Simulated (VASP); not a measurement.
VASP ran on this input.

**INCAR**
```
EDIFFG=-0.01   # ionic stop
SIGMA=0.05   # width (eV)
NELM=100   # most electronic steps
LREAL=.FALSE.
LMAXMIX=4
NSW=30
ISIF=4   # ions and shape, fixed volume
PREC=Accurate
MAGMOM=4.5 -4.5 -0.0 0.0 0.0 -0.0
LCHARG=.FALSE.
LUSE_VDW=.TRUE.
LASPH=.TRUE.   # aspherical one-centre terms
ISPIN=2
IBRION=2   # conjugate gradients
ENCUT=520   # plane-wave cut-off (eV)
ISMEAR=0   # Gaussian
ALGO=Normal   # blocked Davidson
LORBIT=10
EDIFF=1E-7   # SCF stop (eV)
LWAVE=.FALSE.
SYSTEM=MnF2
AGGAC=0.0
GGA=CX
```

**POSCAR**
```
MnF2
1.0
  4.9117264611   0.0000000000   0.0000000000
  0.0000000000   4.9117264611   0.0000000000
  0.0000000000   0.0000000000   3.3327391949
Mn F
2 4
Direct
  0.0000000000   1.0000000000   0.0000000000
  0.5000000000   0.5000000000   0.5000000000
  0.3031342912   0.3031342912   0.0000000000
  0.8031342912   0.1968657088   0.5000000000
  0.1968657088   0.8031342912   0.5000000000
  0.6968657088   0.6968657088   0.0000000000
```

### KPOINTS
```
Automatic mesh
0
Gamma
5 5 7
0 0 0
```

POTCAR, in this order: Mn_pv F (PBE.64 set). Program: vasp_std.

**Question.** Write an equivalent input for Quantum ESPRESSO's pw.x.

**Answer.** One equivalent input (not run):
```
&CONTROL
  calculation = 'vc-relax'
  pseudo_dir = './pseudo'
  outdir = './out'
  tprnfor = .true.
  tstress = .true.
  nstep = 30
  forc_conv_thr = 0.00039
/
&SYSTEM
  ibrav = 0
  nat = 6
  ntyp = 3
  ecutwfc = 96
  occupations = 'smearing'
  smearing = 'gaussian'
  degauss = 0.003675
  input_dft = 'vdw-df-cx'
  nspin = 2
  starting_magnetization(1) = 0.45
  starting_magnetization(2) = -0.45
/
&ELECTRONS
  conv_thr = 7.3e-09
  electron_maxstep = 100
/
&IONS
/
&CELL
  cell_dofree = 'shape'
/
ATOMIC_SPECIES
  Mn1 54.938 Mn.upf
  Mn2 54.938 Mn.upf
  F 18.998 F.upf
CELL_PARAMETERS angstrom
     4.9117265    0.0000000    0.0000000
     0.0000000    4.9117265    0.0000000
     0.0000000    0.0000000    3.3327392
ATOMIC_POSITIONS crystal
  Mn1  0.0000000  1.0000000  0.0000000
  Mn2  0.5000000  0.5000000  0.5000000
  F    0.3031343  0.3031343  0.0000000
  F    0.8031343  0.1968657  0.5000000
  F    0.1968657  0.8031343  0.5000000
  F    0.6968657  0.6968657  0.0000000
K_POINTS automatic
  5 5 7 0 0 0
```
The two are equivalent in intent, not identical: the potentials are each code's own (VASP's PAW set, PseudoDojo norm-conserving files in pw.x), so ENCUT and ecutwfc are chosen apart and not converted; conv_thr bounds pw.x's estimated SCF error, while EDIFF bounds the energy change between steps; starting_magnetization is a fraction of the valence charge and MAGMOM a moment in μB, so they match only roughly; forc_conv_thr acts on force components and is met together with etot_conv_thr.

The compound is MnF2 in the rutile structure. This cell is one point of a volume scan, at 1.03 of the reference volume. Symmetry was kept, so distortions that lower it aren't found.
